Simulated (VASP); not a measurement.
Method: PBE GGA, VASP's PBE PAW potentials (set 64) (plane waves; VASP 6.6.1).

The input files of a VASP run:

### INCAR
```
SYSTEM=BN
PREC=Accurate; ENCUT=600; LREAL=.False.
LASPH=.True.
EDIFF=1E-7; NELM=100; ALGO=Normal
ISMEAR=0; SIGMA=0.05
GGA=PE
IBRION=2; NSW=40; ISIF=3
EDIFFG=-0.01; PSTRESS=150
LWAVE=.False.; LCHARG=.False.
```

File KPOINTS:
```
Automatic mesh
0
Gamma
10 10 6
0 0 0
```

File POSCAR:
```
BN
1.0
  1.2611253418  -2.1843333903   0.0000000000
  1.2611253418   2.1843333903   0.0000000000
  0.0000000000   0.0000000000   4.1716389930
B N
2 2
Cartesian
  1.2611253418  -0.7281125863   2.0872454428
  1.2611253418   0.7281125863   0.0014259463
  1.2611253418  -0.7281125863   3.6487581726
  1.2611253418   0.7281125863   1.5629386761
```

POTCAR, in this order: B N (PBE.64 set). Program: vasp_std.

Output

### OSZICAR
```
       N       E                     dE             d eps       ncg     rms          rms(c)
DAV:   1     0.620327705888E+02    0.62033E+02   -0.96324E+03  1344   0.146E+03
DAV:   2    -0.338187992138E+02   -0.95852E+02   -0.88390E+02  1912   0.317E+02
DAV:   3    -0.368124025307E+02   -0.29936E+01   -0.29772E+01  1796   0.548E+01
DAV:   4    -0.368313414415E+02   -0.18939E-01   -0.18920E-01  1676   0.444E+00
DAV:   5    -0.368315337571E+02   -0.19232E-03   -0.19226E-03  1712   0.425E-01    0.969E+00
DAV:   6    -0.349877403939E+02    0.18438E+01   -0.47556E+00  1668   0.193E+01    0.467E+00
DAV:   7    -0.348282324037E+02    0.15951E+00   -0.26072E-01  1632   0.551E+00    0.276E+00
DAV:   8    -0.347969357827E+02    0.31297E-01   -0.76034E-02  1480   0.264E+00    0.237E-01
DAV:   9    -0.347959021897E+02    0.10336E-02   -0.25973E-03  1740   0.599E-01    0.132E-01
DAV:  10    -0.347961544055E+02   -0.25222E-03   -0.36412E-04  1568   0.197E-01    0.266E-02
DAV:  11    -0.347961589516E+02   -0.45460E-05   -0.64082E-05  1712   0.733E-02    0.141E-02
DAV:  12    -0.347961598101E+02   -0.85854E-06   -0.82335E-06  1688   0.286E-02    0.229E-03
DAV:  13    -0.347961599422E+02   -0.13209E-06   -0.14264E-07  1224   0.473E-03    0.470E-04
DAV:  14    -0.347961599440E+02   -0.18308E-08   -0.11202E-08  1016   0.136E-03
   1 F= -.32644396E+02 E0= -.32644396E+02  d E =-.326444E+02
       N       E                     dE             d eps       ncg     rms          rms(c)
DAV:   1    -0.347986003356E+02   -0.24404E-02   -0.11907E-03  1608   0.368E-01    0.442E-02
DAV:   2    -0.347985632221E+02    0.37113E-04   -0.86061E-05  1656   0.902E-02    0.153E-02
DAV:   3    -0.347985603093E+02    0.29128E-05   -0.11446E-05  1724   0.317E-02    0.491E-03
DAV:   4    -0.347985596981E+02    0.61118E-06   -0.86520E-07  1680   0.911E-03    0.224E-03
DAV:   5    -0.347985594914E+02    0.20671E-06   -0.17720E-07   908   0.390E-03    0.791E-04
DAV:   6    -0.347985594580E+02    0.33374E-07   -0.19330E-08   812   0.218E-03
   2 F= -.32644391E+02 E0= -.32644391E+02  d E =0.500603E-05
       N       E                     dE             d eps       ncg     rms          rms(c)
DAV:   1    -0.347972211772E+02    0.13383E-02   -0.38384E-04  1600   0.209E-01    0.253E-02
DAV:   2    -0.347972096926E+02    0.11485E-04   -0.27905E-05  1644   0.513E-02    0.874E-03
DAV:   3    -0.347972089352E+02    0.75745E-06   -0.37079E-06  1708   0.181E-02    0.278E-03
DAV:   4    -0.347972088615E+02    0.73724E-07   -0.27504E-07  1444   0.518E-03
   3 F= -.32644404E+02 E0= -.32644404E+02  d E =-.770223E-05
```

**OUTCAR**
```
------------------------ aborting loop because EDIFF is reached ----------------------------------------
  FORCE on cell =-STRESS in cart. coord.  units (eV):
  Direction    XX          YY          ZZ          XY          YZ          ZX
  --------------------------------------------------------------------------------------
  Total        2.1515333      2.1515337      2.1534859     -0.0000000      0.0000000     -0.0000000
  in kB      149.9114008    149.9114322    150.0474504     -0.0000000      0.0000000     -0.0000000
  external PRESSURE =      -0.0432388 kB  Pullay stress =     150.0000000 kB
  volume of cell :       22.99
      direct lattice vectors                 reciprocal lattice vectors
     1.261291623 -2.184621403  0.000000000     0.396419029 -0.228872609 -0.000000000
     1.261291623  2.184621403 -0.000000000     0.396419029  0.228872609  0.000000000
     0.000000000 -0.000000000  4.172557204     0.000000000  0.000000000  0.239661184
  FREE ENERGIE OF THE ION-ELECTRON SYSTEM (eV)
  ---------------------------------------------------
  free  energy   TOTEN  =       -34.7972088615 eV

  energy  without entropy=      -34.7972088615  energy(sigma->0) =      -34.79720886
  enthalpy is  TOTEN    =       -32.6444039903 eV   P V=        2.1528048712

 reached required accuracy - stopping structural energy minimisation
```
(Selected blocks of OUTCAR.)

File CONTCAR:
```
BN
   1.00000000000000
     1.2612916233407843   -2.1846214034917413    0.0000000000000000
     1.2612916233407843    2.1846214034917413   -0.0000000000000000
     0.0000000000000000   -0.0000000000000000    4.1725572041288803
  B               N
     2     2
Direct
     0.6666669999999968    0.3333330000000032    0.5003415535361375
     0.3333330000000032    0.6666669999999968    0.0003415535361375
     0.6666669999999968    0.3333330000000032    0.8746584464638625
     0.3333330000000032    0.6666669999999968    0.3746584464638625
```

The compound is BN in the wurtzite structure, a metastable high-pressure form. This run relaxes it under an external pressure of 15 GPa. Symmetry was kept, so distortions that lower it aren't found.
